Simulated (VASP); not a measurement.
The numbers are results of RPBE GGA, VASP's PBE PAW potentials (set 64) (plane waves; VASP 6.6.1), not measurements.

The input files of a VASP run:

POSCAR:
```
SrTiO3
3.9777870
  1.0000000649   0.0000000000   0.0000000000
  0.0000000000   1.0000000649   0.0000000000
  0.0000000000   0.0000000000   1.0000000649
Sr Ti O
1 1 3
Cartesian
  0.0000000000   0.0000000000   0.0000000000
  0.5000000324   0.5000000324   0.5000000324
  0.5000000324   0.0000000000   0.5000000324
  0.0000000000   0.5000000324   0.5000000324
  0.5000000324   0.5000000324   0.0000000000
```

File KPOINTS:
```
k-points along high-symmetry lines
15
Line-mode
Reciprocal
  0.000000   0.000000   0.000000 ! GAMMA
  0.000000   0.500000   0.000000 ! X

  0.000000   0.500000   0.000000 ! X
  0.500000   0.500000   0.000000 ! M

  0.500000   0.500000   0.000000 ! M
  0.000000   0.000000   0.000000 ! GAMMA

  0.000000   0.000000   0.000000 ! GAMMA
  0.500000   0.500000   0.500000 ! R

  0.500000   0.500000   0.500000 ! R
  0.000000   0.500000   0.000000 ! X

  0.500000   0.500000   0.500000 ! R
  0.500000   0.500000   0.000000 ! M
```

### INCAR
```
ALGO=Normal
EDIFF=1E-7
ENCUT=520
GGA=RP
ICHARG=11
ISMEAR=0
LASPH=.TRUE.
LCHARG=.FALSE.
LMAXMIX=4
LORBIT=11
LREAL=.FALSE.
LWAVE=.FALSE.
NELM=100
PREC=Accurate
SIGMA=0.05
SYSTEM=SrTiO3
```

POTCAR, in this order: Sr_sv Ti_sv O (PBE.64 set). Program: vasp_std. Read from the step before: CHGCAR.

What VASP printed:

OUTCAR:
```
 ion  position               nearest neighbor table
   1  0.000  0.000  0.000-   3 2.81   4 2.81   5 2.81   3 2.81   4 2.81   4 2.81   5 2.81   4 2.81
                             3 2.81   5 2.81   3 2.81   5 2.81   2 3.44   2 3.44   2 3.44   2 3.44
   2  0.500  0.500  0.500-   3 1.99   4 1.99   5 1.99   5 1.99   3 1.99   4 1.99   1 3.44   1 3.44
                             1 3.44   1 3.44   1 3.44   1 3.44   1 3.44   1 3.44
   3  0.500  0.000  0.500-   2 1.99   2 1.99   1 2.81   1 2.81   1 2.81   1 2.81
   4  0.000  0.500  0.500-   2 1.99   2 1.99   1 2.81   1 2.81   1 2.81   1 2.81
   5  0.500  0.500  0.000-   2 1.99   2 1.99   1 2.81   1 2.81   1 2.81   1 2.81
  LATTYP: Found a simple cubic cell.
 ALAT       =     3.9777872581
 Subroutine PRICEL returns:
 Original cell was already a primitive cell.
 Subroutine GETGRP returns: Found 48 space group operations
The static configuration has the point symmetry O_h .
The dynamic configuration has the point symmetry O_h .
 Subroutine INISYM returns: Found 48 space group operations
   k-points           NKPTS =     90   k-points in BZ     NKDIM =     90   number of bands    NBANDS=     24
   number of dos      NEDOS =    301   number of ions     NIONS =      5
   total plane-waves  NPLWV =  27000
   dimension x,y,z NGX =    30 NGY =   30 NGZ =   30
   dimension x,y,z NGXF=    60 NGYF=   60 NGZF=   60
   ions per type =               1   1   3
   PREC   = accura    normal or accurate (medium, high low for compatibility)
   ISTART =      0    job   : 0-new  1-cont  2-samecut
   ICHARG =     11    charge: 1-file 2-atom 10-const
...
```

File OSZICAR:
```
       N       E                     dE             d eps       ncg     rms          rms(c)
DAV:   1     0.420075612974E+03    0.42008E+03   -0.22451E+04  4320   0.186E+03
DAV:   2     0.126180188869E+02   -0.40746E+03   -0.40079E+03  4880   0.491E+02
DAV:   3    -0.346742384495E+02   -0.47292E+02   -0.45601E+02  7032   0.142E+02
DAV:   4    -0.368316310383E+02   -0.21574E+01   -0.21561E+01  5472   0.293E+01
DAV:   5    -0.369222765647E+02   -0.90646E-01   -0.90644E-01  6232   0.480E+00
DAV:   6    -0.369233642469E+02   -0.10877E-02   -0.10877E-02  5784   0.581E-01
DAV:   7    -0.369233948358E+02   -0.30589E-04   -0.30589E-04  6336   0.794E-02
DAV:   8    -0.369233952368E+02   -0.40101E-06   -0.40103E-06  5760   0.929E-03
DAV:   9    -0.369233952476E+02   -0.10780E-07   -0.10758E-07  4072   0.145E-03
   1 F= -.36923395E+02 E0= -.36923395E+02  d E =-.184199E-13
```

File OUTCAR:
```
 val. band max:        3.8806173921   @ k =   0.5000   0.5000   0.5000

 cond. band min:       5.6716514455   @ k =   0.0000   0.0000   0.0000



 k-point     1 :       0.0000    0.0000    0.0000
  band No.  band energies     occupation
      1     -52.9598      2.00000
      2     -29.1814      2.00000
      3     -29.0977      2.00000
      4     -29.0977      2.00000
      5     -29.0977      2.00000
      6     -13.4339      2.00000
      7     -12.5167      2.00000
      8     -12.5167      2.00000
      9     -11.1526      2.00000
     10     -11.1526      2.00000
     11     -11.1526      2.00000
     12       1.1194      2.00000
     13       1.1194      2.00000
     14       1.1194      2.00000
     15       2.8070      2.00000
     16       2.8070      2.00000
     17       2.8070      2.00000
     18       3.5020      2.00000
     19       3.5020      2.00000
     20       3.5020      2.00000
     21       5.6717      0.00000
     22       5.6717      0.00000
     23       5.6717      0.00000
     24       7.7912      0.00000

 k-point     2 :       0.0000    0.0357    0.0000
  band No.  band energies     occupation
      1     -52.9597      2.00000
      2     -29.1823      2.00000
      3     -29.0977      2.00000
      4     -29.0977      2.00000
      5     -29.0973      2.00000
      6     -13.4339      2.00000
      7     -12.5187      2.00000
      8     -12.5163      2.00000
      9     -11.1521      2.00000
     10     -11.1521      2.00000
     11     -11.1441      2.00000
     12       1.1034      2.00000
     13       1.1191      2.00000
     14       1.1191      2.00000
     15       2.7908      2.00000
     16       2.7908      2.00000
     17       2.7965      2.00000
     18       3.4597      2.00000
     19       3.4924      2.00000
     20       3.4924      2.00000
     21       5.6733      0.00000
     22       5.7006      0.00000
     23       5.7006      0.00000
     24       7.7921      0.00000

...
```

The density is held fixed in this step, so its total energy and stress have no physical meaning.

The compound is SrTiO3 in the cubic perovskite structure, the ideal cubic form; the compound distorts at low or room temperature. It was relaxed first, which changed the volume by +6 %.
